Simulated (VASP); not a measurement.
Energy against volume of Ir (fcc). All values below come from RPBE GGA, VASP's PBE PAW potentials (set 64) (plane waves; VASP).

```json
[
 {"V (Å³/atom)": "13.813", "E (eV/atom)": "-8.11812"},
 {"V (Å³/atom)": "14.253", "E (eV/atom)": "-8.16638"},
 {"V (Å³/atom)": "14.694", "E (eV/atom)": "-8.18150"},
 {"V (Å³/atom)": "15.135", "E (eV/atom)": "-8.16907"},
 {"V (Å³/atom)": "15.576", "E (eV/atom)": "-8.13380"}
]
```

**Question.** Fit a third-order Birch-Murnaghan equation of state.

**Answer.** 
| Item | Result |
|---|---|
| volume per atom | 14.70 Å³/atom |
| bulk modulus | 332 GPa |
| pressure derivative of the bulk modulus | 5.19 |
| lattice constant a | 3.889 Å |

Measured: bulk modulus 365 GPa at 0 K (computed value off by -9.1 %), as given by H. Levämäki et al., Physical Review B (2014), arXiv:1402.3671 [corrected for temperature and zero-point phonon effects]; a 3.831 Å at 0 K (computed value off by +1.5 %), as given by Daniel Mejia-Rodriguez et al., Physical Review B (2018), arXiv:1807.09216 [static lattice: zero-point anharmonic expansion removed].

The compound is Ir in the fcc structure. It was relaxed first.
